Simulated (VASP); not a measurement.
Here is a VASP 6.6.1 calculation.

The input INCAR:

```
SYSTEM = MgCd2Te3
  PREC = Normal
  ENCUT = 520
  EDIFF = 1E-4
  ISMEAR = 0
  SIGMA = 0.15
  LREAL = .False.
  LASPH = .True.
  NELM = 60
  ALGO = Fast
  ISIF = 3
  LWAVE = .False.
  LCHARG = .False.
  GGA = PE
  IBRION = 2
  NSW = 24
  EDIFFG = -0.08
```

File KPOINTS:

```
regular mesh
0
Gamma
  3 3 3
  0 0 0
```

File POSCAR:

```
MgCd2Te3
1.0
    6.4841200000     -2.8197764900      0.0000000000
    6.4841200000      2.8197764900      0.0000000000
   -0.0930487300      0.0000000000      4.3139275800
Mg Cd Te
1 2 3
Direct
    0.0000000000      0.0000000000      0.0000000000
    0.6566882700      0.6566882700      0.5071920800
    0.3433117300      0.3433117300      0.4928079200
    0.8597577200      0.8597577200      0.4906698800
    0.5000000000      0.5000000000      0.0000000000
    0.1402422800      0.1402422800      0.5093301200
```

Potentials or basis: VASP PAW PBE potentials, release 64 (Mg, Cd, Te).

Command:

```bash
$ cat potpaw_PBE.64/Mg/POTCAR potpaw_PBE.64/Cd/POTCAR potpaw_PBE.64/Te/POTCAR > POTCAR
$ mpirun -np 1 vasp_std > vasp.out
```

(1) What does it give for the band gap on the k mesh?

(2) Estimate the relaxed cell.

Answers

(1) none (metal or under the smearing width).

(2) a = 7.257 Å, b = 7.257 Å, c = 4.684 Å, α = 90.99°, β = 90.99°, γ = 50.03°.

Caveat: the k mesh is coarse (spacing up to 0.49 Å⁻¹), so the values aren't converged.
